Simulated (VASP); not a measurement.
VASP runs on BiP (space group P6_3/mmc) share one base input (PBE GGA, plane waves, VASP's PBE PAW potentials (set 64)) and change the settings named in each case.

### INCAR
```
SYSTEM = BiP
PREC = Accurate; ENCUT = 300; LREAL = F
LASPH = T
EDIFF = 1E-6; NELM = 100; ALGO = Normal
LMAXMIX = 4
ISMEAR = 0; SIGMA = 0.1
GGA = PE
ISIF = 2
LWAVE = F; LCHARG = F
```

KPOINTS:
```
Automatic mesh
0
gamma
 6 6 4
```

POSCAR:
```
BiP
1.0
  4.2767720000   0.0000000000   0.0000000000
 -2.1383860000   3.7037930000   0.0000000000
  0.0000000000   0.0000000000   5.9607730000
Bi P
2 2
Cart
  0.0000000000   0.0000000000   0.0000000000
  0.0000000000   0.0000000000   2.9803865000
 -0.0000021384   2.4691965679   1.4901932500
  2.1383881384   1.2345964321   4.4705797500
```

POTCAR, in this order: Bi_d P (PBE.64 set). Program: vasp_std.

| change | E(σ→0) (eV/atom) | pressure (GPa) | −TS (eV) |
|---|---|---|---|
| base run | -4.1155 | 10.68 | -0.0101 |
| GGA removed, POTCAR Bi_d P (LDA.64 set) | -4.8445 | … | -0.0101 |
| GGA_COMPAT = .FALSE., LNONCOLLINEAR = .TRUE., LSORBIT = .TRUE., MAGMOM = 0.0 0.0 0.0 0.0 0.0 0.0 0.0 0.0 0.0 0.0 0.0 0.0, program vasp_ncl | -4.4473 | 11.07 | -0.0103 |
| KPOINTS 4×4×3 Γ-centred mesh | -4.1382 | 10.41 | -0.0082 |

**Question.** What belongs in the gaps?

**Answer.** 
- GGA removed, POTCAR Bi_d P (LDA.64 set), pressure (GPa): 6.01

Energies of different potentials or functionals have different zeros.  Unless said otherwise, spin-orbit coupling is left out, though it shifts the bands of the heavy elements here. At 300 eV the pressure can carry a Pulay error.

Left out are runs that ran out of time, are held back, or changed the cell or the kind of run, fixed moments of cells without a moment, rows past the twelfth, gaps on odd meshes, pressures of charged cells and columns that move by less than the noise.

The structure was generated: BiP was put into an ordered model structure, which need not be its known phase. The cell was not relaxed at this level.
